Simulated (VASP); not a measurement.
Here is the system:

```
AlRu
1.0
    2.97777     0.00000     0.00000
    0.00000     2.97777     0.00000
    0.00000     0.00000     2.97777
Al Ru
1 1
Cartesian
  1.48888   1.48888   1.48888
  0.00000   0.00000   0.00000
```

All values below come from r2SCAN meta-GGA, VASP's PBE PAW potentials (set 64) (plane waves; VASP). Run with 480 eV cut-off, 12×12×12 Γ-centred mesh, first-order Methfessel-Paxton smearing of 0.10 eV, potentials Al Ru_pv.

Q: What does the run give for the energy per atom (σ→0), band gap (on the k-mesh) with the smallest direct gap where there is one?

A: 
```yaml
band gap (on the k-mesh): none (metal, semimetal or under 0.01 eV)
energy per atom (σ→0): -1621.7 kJ/mol of atoms
```

The compound is RuAl in the CsCl type structure. It was relaxed first under an external pressure of 1 GPa. The electron count is odd and the run is not spin-polarised, which forces a metal.
